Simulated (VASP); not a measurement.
Here is the system:

```
NiSi2
1.0
    0.00000     2.69257     2.69257
    2.69257     0.00000     2.69257
    2.69257     2.69257     0.00000
Si Ni
2 1
Direct
  0.25000   0.25000   0.25000
  0.75000   0.75000   0.75000
  0.00000   0.00000   0.00000
```

Computed with SCAN meta-GGA, VASP's PBE PAW potentials (set 64) (plane waves; VASP 6.6.1). Numerical set-up: 520 eV cut-off, 10×10×10 Γ-centred mesh, first-order Methfessel-Paxton smearing of 0.10 eV, potentials Si Ni.

Estimate the energy per atom (σ→0), band gap (on the k-mesh) with the smallest direct gap where there is one.

| Quantity | Result |
|---|---|
| band gap (on the k-mesh) | none (metal, semimetal or under 0.01 eV) |
| energy per atom (σ→0) | -12.393 eV/atom |

The absolute energy has meaning only against runs of the same code, potentials and settings.

The compound is NiSi2 in the fluorite structure. It was relaxed first. The run is not spin-polarised, so no magnetic state was tried.
